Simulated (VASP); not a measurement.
Calculation: HSE06 screened hybrid, VASP's PBE PAW potentials (set 64) (plane waves; VASP).

The input files of a VASP run:

File POSCAR:
```
C35Si36
1
    4.6409808260    -8.0384148411     0.0000000000
    4.6409808260     8.0384148411     0.0000000000
    0.0000000000     0.0000000000    10.1276834096
Si C
36 35
Direct
  0.9996140184   0.9996712948   0.0005347140
  0.9982028498   0.0000199749   0.4991004078
  0.2221954690   0.1107816564   0.7525231766
  0.1088577477   0.2207642683   0.2493249236
  0.9997841607   0.3328643220   0.0006470832
  0.9984321025   0.3304848450   0.4990671871
  0.2222006559   0.4440242925   0.7526022023
  0.1108798970   0.5554504811   0.2502702990
  0.0000765442   0.6665545719   0.0007938728
  0.0002152194   0.6664142539   0.4995418647
  0.2217054068   0.7772636056   0.7514619763
  0.1108726641   0.8883146450   0.2503112466
  0.3328802904   0.9993920070   0.0007635757
  0.3324266779   0.9986885946   0.4995158993
  0.5550061274   0.1106378385   0.7526351792
  0.4434168271   0.2205672013   0.2494813983
  0.3328853986   0.3328762219   0.0021285543
  0.3265833181   0.3297122956   0.4945970419
  0.5553074408   0.4438154925   0.7618502460
  0.4433067866   0.5557071532   0.2493996122
  0.3328522588   0.6665238163   0.0007401757
  0.3321688254   0.6664929093   0.4995545856
  0.5549500274   0.7766833839   0.7526318372
  0.4437996432   0.8883822606   0.2501585465
  0.6666518425   0.9996740623   0.0006269337
  0.6680230261   0.9999948960   0.4991238412
  0.8884813833   0.1104420653   0.7520483403
  0.7783161865   0.2207151981   0.2493196284
  0.6665762414   0.3328216518   0.0022562203
  0.6695100769   0.3294976741   0.4946915579
  0.8884425838   0.4439598332   0.7527205306
  0.7785301067   0.5555665494   0.2494274934
  0.6664171031   0.6663689648   0.0022224140
  0.6683672163   0.6710215665   0.4947680055
  0.8882092561   0.7766925238   0.7525838216
  0.7780788505   0.8898214303   0.2493809846
  0.9996622403   0.9992827138   0.8127248761
  0.9994934018   0.9993139882   0.3128018152
  0.2244266120   0.1120819100   0.5627191777
  0.1102105596   0.2214720249   0.0618285414
  0.9997426863   0.3328108082   0.8128811004
  0.9996518673   0.3329587540   0.3128135131
  0.2243184984   0.4449871412   0.5627790543
  0.1107328256   0.5550977042   0.0617409669
  0.9996176142   0.6660995062   0.8131475019
  0.9996106033   0.6662076856   0.3128266067
  0.2215481504   0.7772777910   0.5617738019
  0.1107592122   0.8886803411   0.0617588773
  0.3329365949   0.9995082538   0.8131296573
  0.3329711703   0.9995961451   0.3128164710
  0.5538469056   0.1118851939   0.5628318059
  0.4440952387   0.2216287234   0.0617350478
  0.3315376963   0.3320493045   0.8149483025
  0.3329847720   0.3329019441   0.3106750382
  0.4439061148   0.5553008512   0.0616741066
  0.3328965021   0.6661783982   0.8131351785
  0.3329561779   0.6663945083   0.3128129311
  0.5535597894   0.7740567642   0.5628056661
  0.4444004251   0.8887252910   0.0616190703
  0.6661479997   0.9992684640   0.8128743494
  0.6660816149   0.9992464643   0.3128048254
  0.8882948268   0.1102869113   0.5622520900
  0.7779693855   0.2214698753   0.0618799608
  0.6671208631   0.3318506168   0.8151448046
  0.6662184543   0.3327888365   0.3107370352
  0.8870222137   0.4449426403   0.5628629787
  0.7777732928   0.5552863057   0.0617152001
  0.6670120255   0.6675180916   0.8150995306
  0.6658707618   0.6656497828   0.3107628691
  0.8863151380   0.7739046446   0.5627502675
  0.7777925351   0.8890388191   0.0618996029
```

KPOINTS:
```
Automatic mesh
0
Gamma
1 1 1
0 0 0
```

**INCAR**
```
SYSTEM = C35Si36
PREC = Normal; ENCUT = 400; LREAL = Auto
LASPH = .TRUE.; ISYM = 0; NELECT = 283.0
EDIFF = 1E-5; NELM = 50; NELMIN = 4
ALGO = Normal
ISMEAR = 0; SIGMA = 0.05
GGA = PE; LHFCALC = .TRUE.; AEXX = 0.25
HFSCREEN = 0.2; PRECFOCK = Fast
ISPIN = 2; MAGMOM = 71*0.0141; NUPDOWN = 1
ISIF = 0
LWAVE = .FALSE.; LCHARG = .FALSE.; LORBIT = 10
```

POTCAR, in this order: Si C (PBE.64 set). Program: vasp_gam. Read from the step before: WAVECAR.

Output

### OSZICAR
```
       N       E                     dE             d eps       ncg     rms          rms(c)
DAV:   1    -0.615980488856E+03   -0.61598E+03   -0.11103E+01   712   0.786E+00    0.157E+01
DAV:   2    -0.616057580508E+03   -0.77092E-01   -0.31134E-01   764   0.121E+00    0.113E+01
DAV:   3    -0.616039604175E+03    0.17976E-01   -0.16220E-02   808   0.278E-01    0.666E+00
DAV:   4    -0.616033119131E+03    0.64850E-02   -0.49042E-03   798   0.143E-01    0.383E+00
DAV:   5    -0.616031107979E+03    0.20112E-02   -0.12150E-03   788   0.718E-02    0.219E+00
DAV:   6    -0.616030431543E+03    0.67644E-03   -0.25926E-04   788   0.367E-02    0.125E+00
DAV:   7    -0.616030208466E+03    0.22308E-03   -0.89346E-05   774   0.230E-02    0.712E-01
DAV:   8    -0.616030139695E+03    0.68771E-04   -0.25873E-05   492   0.131E-02    0.412E-01
DAV:   9    -0.616030119711E+03    0.19984E-04   -0.11027E-05   428   0.929E-03    0.234E-01
DAV:  10    -0.616030114825E+03    0.48859E-05   -0.32493E-06   446   0.510E-03
   1 F= -.61603011E+03 E0= -.61603011E+03  d E =-.102794E-12  mag=     1.0000
```

### OUTCAR
```
------------------------ aborting loop because EDIFF is reached ----------------------------------------
  volume of cell :      755.65
      direct lattice vectors                 reciprocal lattice vectors
     4.640980826 -8.038414841  0.000000000     0.107735847 -0.062201318  0.000000000
     4.640980826  8.038414841  0.000000000     0.107735847  0.062201318  0.000000000
     0.000000000  0.000000000 10.127683410     0.000000000  0.000000000  0.098739263
  FREE ENERGIE OF THE ION-ELECTRON SYSTEM (eV)
  ---------------------------------------------------
  free  energy   TOTEN  =      -616.0301148250 eV

  energy  without entropy=     -616.0301148250  energy(sigma->0) =     -616.03011483

  exchange ACFDT corr.  =         0.00000000  see jH, gK, PRB 81, 115126

 total charge

# of ion       s       p       d       tot
------------------------------------------
    1        0.702   0.978   0.000   1.680
    2        0.710   0.956   0.000   1.666
    3        0.705   0.974   0.000   1.680
    4        0.708   0.971   0.000   1.679
    5        0.702   0.978   0.000   1.680
    6        0.710   0.957   0.000   1.667
    7        0.705   0.974   0.000   1.679
    8        0.705   0.974   0.000   1.679
    9        0.703   0.978   0.000   1.680
   10        0.704   0.979   0.000   1.683
   11        0.705   0.973   0.000   1.678
   12        0.705   0.974   0.000   1.679
   13        0.703   0.978   0.000   1.680
   14        0.704   0.979   0.000   1.683
   15        0.705   0.974   0.000   1.680
   16        0.706   0.977   0.000   1.682
   17        0.705   0.978   0.000   1.683
   18        0.736   0.905   0.000   1.641
   19        0.731   0.961   0.000   1.692
   20        0.706   0.977   0.000   1.683
   21        0.703   0.978   0.000   1.680
   22        0.704   0.979   0.000   1.683
   23        0.705   0.974   0.000   1.679
   24        0.705   0.974   0.000   1.679
   25        0.702   0.978   0.000   1.680
   26        0.710   0.957   0.000   1.667
   27        0.706   0.974   0.000   1.680
   28        0.708   0.971   0.000   1.679
   29        0.705   0.978   0.000   1.683
   30        0.736   0.905   0.000   1.641
   31        0.705   0.974   0.000   1.679
   32        0.706   0.977   0.000   1.682
   33        0.705   0.979   0.000   1.683
   34        0.736   0.904   0.000   1.640
   35        0.705   0.974   0.000   1.680
   36        0.708   0.971   0.000   1.679
   37        0.826   1.723   0.000   2.549
   38        0.826   1.725   0.000   2.551
   39        0.835   1.681   0.000   2.517
   40        0.829   1.724   0.000   2.553
   41        0.826   1.724   0.000   2.550
   42        0.826   1.725   0.000   2.551
   43        0.835   1.682   0.000   2.517
   44        0.827   1.722   0.000   2.549
   45        0.826   1.726   0.000   2.552
   46        0.826   1.726   0.000   2.551
   47        0.827   1.720   0.000   2.546
   48        0.827   1.722   0.000   2.549
   49        0.826   1.726   0.000   2.552
   50        0.826   1.726   0.000   2.552
   51        0.835   1.682   0.000   2.517
   52        0.827   1.726   0.000   2.553
   53        0.830   1.720   0.000   2.550
   54        0.830   1.720   0.000   2.550
   55        0.827   1.726   0.000   2.553
   56        0.826   1.726   0.000   2.551
   57        0.826   1.726   0.000   2.551
   58        0.835   1.681   0.000   2.517
   59        0.827   1.722   0.000   2.549
   60        0.826   1.723   0.000   2.549
   61        0.826   1.725   0.000   2.551
   62        0.828   1.724   0.000   2.552
   63        0.829   1.724   0.000   2.553
   64        0.830   1.720   0.000   2.550
   65        0.830   1.720   0.000   2.549
   66        0.835   1.682   0.000   2.517
   67        0.827   1.726   0.000   2.554
   68        0.830   1.721   0.000   2.551
   69        0.830   1.720   0.000   2.550
   70        0.835   1.681   0.000   2.516
   71        0.829   1.724   0.000   2.553
--------------------------------------------------
tot         54.514  94.912   0.000 149.426

 magnetization (x)

# of ion       s       p       d       tot
------------------------------------------
    1        0.001   0.001   0.000   0.002
    2       -0.000   0.000   0.000  -0.000
    3        0.000   0.000   0.000   0.001
    4        0.001   0.004   0.000   0.005
    5        0.001   0.001   0.000   0.002
    6       -0.000   0.000   0.000  -0.000
    7        0.000   0.000   0.000   0.001
    8        0.000   0.000   0.000   0.000
    9        0.000   0.000   0.000   0.001
   10       -0.000   0.001   0.000   0.000
   11       -0.000  -0.000   0.000  -0.000
   12        0.000   0.000   0.000   0.000
   13        0.000   0.000   0.000   0.001
   14       -0.000   0.000   0.000   0.000
...
```
(Selected blocks of OUTCAR.)

The cell is charged, with a uniform compensating background. The supercell is sampled at Γ alone, which is coarse: total energies, pressure and levels can be off, energies of defects by several tenths of an eV.

The cell is a supercell with a defect, built from SiC (4h): vac_C, charge +1. The cell's shape comes from a PBE relaxation.
